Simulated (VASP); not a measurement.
Crystal: Be4TeSe3.

```xyz
8
Lattice="-3.5613 3.5613 3.5613 3.5613 -3.5613 3.5613 3.5613 3.5613 -3.5613" Properties=species:S:1:pos:R:3 pbc="T T T"
Be    1.7806    1.7806    1.7806
Be    1.7806    1.7806   -1.7806
Be    1.7806   -1.7806    1.7806
Be   -1.7806    1.7806    1.7806
Te    0.0000    0.0000    0.0000
Se    3.5613    0.0000    0.0000
Se    0.0000    3.5613    0.0000
Se    0.0000    0.0000    3.5613
```

The cell was built by a generator and needn't be a form met in nature.

| Quantity | Value |
| --- | --- |
| Program | VASP 6.6.1 |
| Task | relaxation of cell and atoms |
| Functional | PBE |
| Potentials or basis | VASP PAW PBE potentials, release 64 (Be, Te, Se) |
| Cutoff | 520 eV |
| k mesh | 3 × 3 × 3 |
| Occupations | gaussian, width 0.15 eV |
| Spin | no spin polarisation |

At the start: pressure -12.6 GPa; volume 22.58 Å³/atom.

Where does the relaxation end?

Over 3 steps the energy falls by 357.1 meV/atom and the volume is 15.87 Å³/atom (-29.7 %); space group Im-3m (No. 229, to 0.05 Å).

The path:
| step | energy change (eV) | largest force (eV/Å) | pressure (GPa) | volume (Å³) |
| --- | --- | --- | --- | --- |
| 1 | 0.0000 | 0.0000 | -12.60 | 180.67 |
| 2 | -2.6445 | 0.0000 | -5.47 | 138.11 |
| 3 | -2.8568 | 0.0000 | -0.20 | 126.93 |

Final structure:
```
CELL_PARAMETERS angstrom
-3.16593 3.16593 3.16593
3.16593 -3.16593 3.16593
3.16593 3.16593 -3.16593
ATOMIC_POSITIONS crystal
Be 0.50000 0.50000 0.50000
Be 0.00000 0.00000 0.50000
Be 0.00000 0.50000 0.00000
Be 0.50000 0.00000 0.00000
Te 0.00000 0.00000 0.00000
Se 0.00000 0.50000 0.50000
Se 0.50000 0.00000 0.50000
Se 0.50000 0.50000 0.00000
```

Caveat: the k mesh is coarse (spacing up to 0.42 Å⁻¹), so the values aren't converged; the volume moved by over 15 % at a fixed basis, so the end points are rough.
